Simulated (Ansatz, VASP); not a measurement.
# One calculation of Si2I, two programs

```
CELL_PARAMETERS angstrom
0.00000 4.14455 4.14455
4.14455 0.00000 4.14455
4.14455 4.14455 0.00000
ATOMIC_POSITIONS crystal
Si 0.62500 0.62500 0.12500
Si 0.62500 0.12500 0.62500
Si 0.62500 0.62500 0.62500
Si 0.12500 0.62500 0.62500
I 0.25000 0.25000 0.25000
I 0.00000 0.00000 0.00000
```

Change from the starting cell: species swapped into the CeRh2 type (Fd-3m, No. 227).

Alike in both runs: task single point; functional PBE; k mesh 4 × 4 × 4; occupations gaussian, width 0.1 eV; no spin polarisation.

|  | VASP | Ansatz |
| --- | --- | --- |
| version | VASP 6.6.1 | Ansatz 0.2.0 |
| potentials or method | VASP PAW PBE potentials, release 64 (Si, I) | scalar-relativistic, plane waves, PAW |
| plane-wave cutoff (eV) | 520 | 420 |
| valence electrons in the cell | 30 | 50 |

```tsv
	VASP	Ansatz	Ansatz less VASP
gap on the k mesh at the Fermi level (eV)	none	none	-
pressure (GPa)	-4.3	-4.3	+0.01
```

A gap of «none» marks a metal or a gap that the smearing closes. With one functional, cell and mesh, what is left measures potentials, basis and numerics. The two sets of potentials don't hold the same shells in valence.

The runs have no spin-orbit coupling, so splittings on I are missing.
